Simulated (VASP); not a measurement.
A run of VASP 6.6.1 is set up as follows.

INCAR

```
SYSTEM = Ir
PREC = Accurate ; ENCUT = 300
EDIFF = 1E-7 ; ISMEAR = 0
SIGMA = 0.1 ; LREAL = .FALSE.
LASPH = .TRUE. ; NELM = 80
ALGO = Normal ; ISIF = 3
LWAVE = .FALSE. ; LCHARG = .FALSE.
GGA = PS ; IBRION = 2
NSW = 90 ; EDIFFG = -0.005
```

File KPOINTS:

```
Automatic mesh
0
G
  18 18 18
  0 0 0
```

Contents of POSCAR:

```
Ir
1.0
    0.0000000000      1.9269646700      1.9269646700
    1.9269646700      0.0000000000      1.9269646700
    1.9269646700      1.9269646700      0.0000000000
Ir
1
Direct
    0.0000000000      0.0000000000      0.0000000000
```

Potentials or basis: VASP PAW PBE potentials, release 64 (Ir).

The run is started by

```sh
$ cat potpaw_PBE.64/Ir/POTCAR > POTCAR
$ mpirun -np 1 vasp_std > vasp.out
```

(1) Estimate the relaxed volume.

(2) What does it give for the relaxed cell?

(3) Predict the space group after relaxing (to 0.05 Å).

Results:

(1) 14.06 Å³/atom.

(2) a = 2.709 Å, b = 2.709 Å, c = 2.709 Å, α = 60.00°, β = 60.00°, γ = 60.00°.

(3) Fm-3m (No. 225).

Caveat: the PAW data sets were made with another functional, which shifts forces and pressure a little.
